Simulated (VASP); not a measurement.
```
CELL_PARAMETERS angstrom
      3.95500     0.00000     0.00000
      0.00000     3.95500     0.00000
      0.00000     0.00000     3.95500
ATOMIC_POSITIONS crystal
  Hg 0.00000 0.00000 0.00000
  Sr 0.50000 0.50000 0.50000
```

The numbers are results of PBEsol GGA, VASP's PBE PAW potentials (set 64) (plane waves; VASP), not measurements. Settings: 300 eV cut-off, 7×7×7 Γ-centred mesh, Fermi-Dirac smearing of 0.10 eV, potentials Hg Sr_sv.

Unless said otherwise, spin-orbit coupling is left out, though it shifts the bands of the heavy elements here.

Estimate the energy per atom (σ→0), band gap (on the k-mesh) with the smallest direct gap where there is one.

```json
{
  "band gap (on the k-mesh)": "none (metal, semimetal or under 0.01 eV)",
  "energy per atom (σ→0)": "-1.779 eV/atom"
}
```

Only differences to runs with the same potentials and settings are physical.

The structure comes from a measured SrHg entry (Pm-3m) of the Crystallography Open Database, whose conditions weren't checked. The cell was not relaxed at this level.
